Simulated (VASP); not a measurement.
# CaCdTeS: structure and properties in VASP, part 2 of 4

What structure does CaCdTeS take at this level, and what are its properties? The cell is invented: it takes the structure of a Materials Project entry for Cd2SeS (space group 156 there), with some of its atoms replaced by other elements, volume scaled by an estimate. It may not be a known or stable phase. The atoms of the start are displaced at random from the sites of a P3m1 cell.

VASP 6.6.1; PBEsol; plane waves and PAW (Te, Cd, Ca_sv, S); invented cell.

So far, gap on the k-mesh (eV): step 2 (rough relaxation of the start cell) 1.32.

## Step 3: Full relaxation (PBEsol)

Properties are meant for the cell that this level of theory prefers, so cell and atoms are relaxed first (ISIF = 3) until forces and stress are small; EDIFFG sets the threshold.

INCAR reads:

```
SYSTEM = CaCdTeS
PREC = Accurate
ENCUT = 400
EDIFF = 1E-06
NELM = 100
ISMEAR = 0
SIGMA = 0.05
LREAL = .FALSE.
ALGO = Normal
GGA = PS
NBANDS = 23
LORBIT = 11
LWAVE = .FALSE.
LCHARG = .FALSE.
KPAR = 2
IBRION = 2
NSW = 60
ISIF = 3
EDIFFG = -0.01
```

POSCAR reads:

```
CaCdTeS
1.0
    4.6589801451      0.0052946286     -0.0043836837
   -2.3248862706      4.0408737140      0.0023887851
   -0.0084827685      0.0005169254      6.5909293311
Te Cd Ca S
1 1 1 1
Direct
    0.3354137299      0.6660729715      0.6027869481
    0.0014267283      0.0009218008      0.4741405749
    0.3332300680      0.6635253833      0.0860971177
    0.9996174738      0.9975788444      0.0892733593
```

KPOINTS reads:

```
Automatic mesh
0
Gamma
6 6 4
0 0 0
```

The projector-augmented-wave data sets are Te, Cd, Ca_sv and S (PBE family, release 64).

Started as:

```console
$ mpirun -np 2 vasp_std
```

Log:

```text
[banner, memory and clock lines left out]
running    2 mpi-ranks, on    1 nodes
 distrk:  each k-point on    1 cores,    2 groups
 distr:  one band on    1 cores,    1 groups

 POSCAR found type information on POSCAR TeCdCaS
 POSCAR found :  4 types and       4 ions
 [... a notice as in an earlier step ...]

 LDA part: xc-table for (Slater+PW92), standard interpolation
 POSCAR, INCAR and KPOINTS ok, starting setup
 FFT: planning ... GRIDC
 FFT: planning ... GRID_SOFT
 FFT: planning ... GRID
 WAVECAR not read
 entering main loop
       N       E                     dE             d eps       ncg     rms          rms(c)
DAV:   1     0.208897846745E+03    0.20890E+03   -0.13556E+04  3504   0.107E+03
DAV:   2    -0.342009237885E+01   -0.21232E+03   -0.20608E+03  4067   0.301E+02
DAV:   3    -0.163154355700E+02   -0.12895E+02   -0.12836E+02  5714   0.678E+01
DAV:   4    -0.168184334749E+02   -0.50300E+00   -0.50176E+00  5156   0.988E+00
DAV:   5    -0.168331782205E+02   -0.14745E-01   -0.14744E-01  5013   0.138E+00    0.753E+00
DAV:   6    -0.158478909926E+02    0.98529E+00   -0.21193E+00  4966   0.127E+01    0.611E+00
DAV:   7    -0.157579324052E+02    0.89959E-01   -0.85809E-01  4448   0.500E+00    0.318E+00
DAV:   8    -0.157547258398E+02    0.32066E-02   -0.14353E-01  4490   0.318E+00    0.608E-01
DAV:   9    -0.157529940858E+02    0.17318E-02   -0.21929E-02  4215   0.148E+00    0.246E-01
DAV:  10    -0.157537256077E+02   -0.73152E-03   -0.31924E-03  4623   0.384E-01    0.162E-01
DAV:  11    -0.157541391094E+02   -0.41350E-03   -0.10786E-03  4221   0.198E-01    0.516E-02
DAV:  12    -0.157541527185E+02   -0.13609E-04   -0.17056E-04  4381   0.942E-02    0.239E-02
DAV:  13    -0.157541793410E+02   -0.26622E-04   -0.46735E-05  4119   0.330E-02    0.996E-03
DAV:  14    -0.157541797145E+02   -0.37352E-06   -0.28845E-06  4498   0.158E-02
   1 F= -.15754180E+02 E0= -.15754180E+02  d E =-.157542E+02
 curvature:   0.00 expect dE= 0.000E+00 dE for cont linesearch  0.000E+00
 trial: gam= 0.00000 g(F)=  0.150E-03 g(S)=  0.241E-03 ort = 0.000E+00 (trialstep = 0.100E+01)
 search vector abs. value=  0.390E-03
 bond charge predicted
       N       E                     dE             d eps       ncg     rms          rms(c)
DAV:   1    -0.157555973782E+02   -0.14180E-02   -0.66110E-02  3496   0.205E+00    0.240E-01
DAV:   2    -0.157547102307E+02    0.88715E-03   -0.32648E-03  4387   0.587E-01    0.962E-02
DAV:   3    -0.157544857656E+02    0.22447E-03   -0.39369E-04  4450   0.150E-01    0.592E-02
DAV:   4    -0.157544488958E+02    0.36870E-04   -0.13610E-04  6511   0.689E-02    0.168E-02
DAV:   5    -0.157544497596E+02   -0.86382E-06   -0.98545E-06  4356   0.283E-02
   2 F= -.15754450E+02 E0= -.15754450E+02  d E =-.270045E-03
[... from here on, the cycles between the ionic steps are left out ...]
   3 F= -.15754460E+02 E0= -.15754460E+02  d E =-.280696E-03
   4 F= -.15754487E+02 E0= -.15754487E+02  d E =-.307752E-03
   5 F= -.15754675E+02 E0= -.15754675E+02  d E =-.187824E-03
   6 F= -.15754798E+02 E0= -.15754798E+02  d E =-.310709E-03
   7 F= -.15754916E+02 E0= -.15754916E+02  d E =-.117833E-03
   8 F= -.15754917E+02 E0= -.15754917E+02  d E =-.118608E-03
   9 F= -.15754914E+02 E0= -.15754914E+02  d E =-.116163E-03
  10 F= -.15754916E+02 E0= -.15754916E+02  d E =-.118153E-03
  11 F= -.15754974E+02 E0= -.15754974E+02  d E =-.576687E-04
  12 F= -.15755009E+02 E0= -.15755009E+02  d E =-.927903E-04
  13 F= -.15755015E+02 E0= -.15755015E+02  d E =-.982939E-04
 curvature:  -4.08 expect dE=-0.114E-03 dE for cont linesearch -0.165E-06
 trial: gam= 0.34826 g(F)=  0.173E-04 g(S)=  0.106E-04 ort =-0.183E-05 (trialstep = 0.218E+01)
 search vector abs. value=  0.367E-04
 bond charge predicted
       N       E                     dE             d eps       ncg     rms          rms(c)
DAV:   1    -0.157551725830E+02   -0.15769E-03   -0.21612E-02  3496   0.106E+00    0.982E-02
DAV:   2    -0.157550724432E+02    0.10014E-03   -0.90736E-04  4479   0.267E-01    0.474E-02
DAV:   3    -0.157550389146E+02    0.33529E-04   -0.57857E-05  4489   0.592E-02    0.307E-02
DAV:   4    -0.157550288688E+02    0.10046E-04   -0.25242E-05  6267   0.306E-02    0.788E-03
DAV:   5    -0.157550281438E+02    0.72498E-06   -0.18744E-06  3383   0.111E-02
  14 F= -.15755028E+02 E0= -.15755028E+02  d E =-.135220E-04
 trial-energy change:   -0.000014  1 .order   -0.000015   -0.000059    0.000029
 step:   1.4639(harm=  1.4639)  dis= 0.00055  next Energy=   -15.755035 (dE=-0.199E-04)
 reached required accuracy - stopping structural energy minimisation
```

Wall time 4.9 min (2 MPI ranks of Intel Xeon Platinum 8488C (Sapphire Rapids), shared host); peak memory 0.66 GiB.

Parts of OUTCAR (step 3):

```text
  LATTYP: Found a triclinic cell.
 ALAT       =     4.6589852159
 B/A-ratio  =     2.2379417742
 C/A-ratio  =     1.0026072264
 COS(alpha) =     0.0000664680
 COS(beta)  =     0.5006690650
 COS(gamma) =     0.6707847705

The static configuration has the point symmetry C_1 .

 Found     76 irreducible k-points:

   k-points           NKPTS =     76   k-points in BZ     NKDIM =     76   number of bands    NBANDS=     23

   dimension x,y,z NGX =    30 NGY =   30 NGZ =   48
   dimension x,y,z NGXF=    60 NGYF=   60 NGZF=   96

   ENCUT  =  400.0 eV  29.40 Ry    5.42 a.u.   7.60  7.60 10.75*2*pi/ulx,y,z

   NELECT =      34.0000    total number of electrons

 E-fermi :   2.2013

 k-point     1 :       0.0000    0.0000    0.0000
  band No.  band energies     occupation
    ...
     13       0.0993      2.00000
     14       0.1022      2.00000
     15       1.7765      2.00000
     16       1.7789      2.00000
     17       1.9362      2.00000
     18       3.2748      0.00000
     19       5.0107      0.00000
     20       6.0743      0.00000
     21       6.0796      0.00000
     22       6.3603      0.00000
    ...

 k-point     2 :       0.1667    0.0000    0.0000
  band No.  band energies     occupation
    ...
     13      -0.1341      2.00000
     14       0.1302      2.00000
     15       0.6276      2.00000
     16       1.5655      2.00000
     17       1.7065      2.00000
     18       4.3840      0.00000
     19       5.3460      0.00000
     20       5.9507      0.00000
     21       6.0705      0.00000
     22       6.5499      0.00000
    ...

  Total       -0.0228973     -0.0126195     -0.0370617      0.0033894      0.0066935     -0.0033200
  in kB       -0.2961613     -0.1632249     -0.4793674      0.0438391      0.0865757     -0.0429423
  external PRESSURE =      -0.3129179 kB  Pullay stress =       0.0000000 kB

  energy-cutoff  :      400.00
  volume of cell :      123.87
      direct lattice vectors                 reciprocal lattice vectors
     4.660494126 -0.000394192 -0.000037171     0.214580013  0.124016222  0.000158378
    -2.330569681  4.032489552 -0.002823098     0.000020977  0.247998005  0.000167919
    -0.002285739 -0.004462883  6.591488422     0.000001219  0.000106916  0.151710876

 POSITION                                       TOTAL-FORCE (eV/Angst)
 -----------------------------------------------------------------------------------
      0.00649      2.68409      3.97190        -0.001495     -0.000125     -0.004773
     -2.32369      4.02694      3.11197        -0.000020     -0.001328     -0.002249
      0.00465      2.68021      0.58717        -0.000024      0.001177     -0.000511
     -2.32561      4.02343      0.57405         0.001538      0.000275      0.007534
 -----------------------------------------------------------------------------------
    total drift:                                0.000756     -0.000559      0.000197

  FREE ENERGIE OF THE ION-ELECTRON SYSTEM (eV)
  ---------------------------------------------------
  free  energy   TOTEN  =       -15.7550281438 eV

  energy  without entropy=      -15.7550281438  energy(sigma->0) =      -15.75502814

 total charge
# of ion       s       p       d       tot
------------------------------------------
    1        1.351   2.065   0.017   3.433
    2        0.460   0.328   9.530  10.318
    3        2.039   5.850   0.255   8.144
    4        1.321   2.428   0.000   3.748
--------------------------------------------------
tot          5.171  10.670   9.802  25.642

[... 2 parts as in an earlier step ...]

[... 7 further parts left out ...]
```

CONTCAR:

```
CaCdTeS
   1.00000000000000
     4.6604941256200512   -0.0003941922348630   -0.0000371714638488
    -2.3305696806445773    4.0324895518582391   -0.0028230976987532
    -0.0022857393491643   -0.0044628828880752    6.5914884222200056
  Te              Cd              Ca              S
     1     1     1     1
Direct
     0.3348931230318931    0.6663160725608560    0.6028676421650674
     0.0012824673898969    0.9991475225994895    0.4725470172245375
     0.3334807448277181    0.6647857307168975    0.0893667445469999
     0.0000316647504854    0.9978496741227588    0.0875165960633914
```

Step by step:

```csv
step,energy less that of the first step (eV),largest force (eV/Å),pressure (GPa),volume (Å³)
1,0.0000,0.0431,-0.06,124.16
2,-0.0003,0.0359,0.02,123.95
3,-0.0003,0.0328,0.10,123.73
4,-0.0003,0.0314,0.07,123.81
5,-0.0005,0.0256,0.03,123.92
6,-0.0006,0.0180,-0.04,124.12
7,-0.0007,0.0231,0.00,124.01
8,-0.0007,0.0248,-0.02,124.00
9,-0.0007,0.0268,-0.01,123.99
10,-0.0007,0.0253,0.00,124.00
11,-0.0008,0.0188,0.00,123.92
12,-0.0008,0.0140,0.02,123.74
13,-0.0008,0.0130,0.02,123.78
14,-0.0008,0.0077,-0.03,123.87
```

```csv
cell as run,before,after,change
a (Å),4.659,4.660,+0.0 %
b (Å),4.662,4.658,-0.1 %
c (Å),6.591,6.591,+0.0 %
α (°),89.93,90.06,+0.1 %
β (°),90.13,90.02,-0.1 %
γ (°),119.85,120.03,+0.2 %
volume (Å³/atom),31.04,30.97,-0.2 %
```

The atoms that moved most (Å, as changes of fractional coordinates times the final cell):

```csv
atom,dx,dy,dz,length
Ca3,-0.002,0.005,0.022,0.022
Cd2,0.003,-0.007,-0.010,0.013
S4,0.001,0.001,-0.012,0.012
```

Final coordinates:

```cif
data_structure
_symmetry_space_group_name_H-M 'P 1'
_symmetry_Int_Tables_number 1
_cell_length_a 4.6605
_cell_length_b 4.6575
_cell_length_c 6.5915
_cell_angle_alpha 90.058
_cell_angle_beta 90.020
_cell_angle_gamma 120.031
_cell_volume 123.87
loop_
_atom_site_label
_atom_site_type_symbol
_atom_site_fract_x
_atom_site_fract_y
_atom_site_fract_z
_atom_site_occupancy
Te1 Te 0.33489 0.66632 0.60287 1
Cd2 Cd 0.00128 0.99915 0.47255 1
Ca3 Ca 0.33348 0.66479 0.08937 1
S4 S 0.00003 0.99785 0.08752 1
```

This step gave:

- irreducible k-points: 76
- free energy (TOTEN): -15.76 eV
- Fermi energy: 2.201 eV
- pressure: -0.03129 GPa
- SCF cycles over all ionic steps: 75
- gap on the k-mesh: 1.339 eV
- least direct gap on the k-mesh: 1.339 eV

It ends with a largest force of 0.008 eV/Å and a pressure of -0.03 GPa.

[end of part 2 of 4]

[Lines on the potential files, build, host, timing and source positions are cut from VASP's logs without a mark.]

[Logs are printed without paths, hosts, clocks, repeated set-up lines and the standing remarks that a program may print on its own settings, such as how far it seeks lower states.]

[Hosts, paths, dates, database ids (printed as entryN), source tags and the programs' standing remarks are cut or masked in the printed files.]

[A measured line is paired with the nearest computed mode of its activity, which favours agreement.]
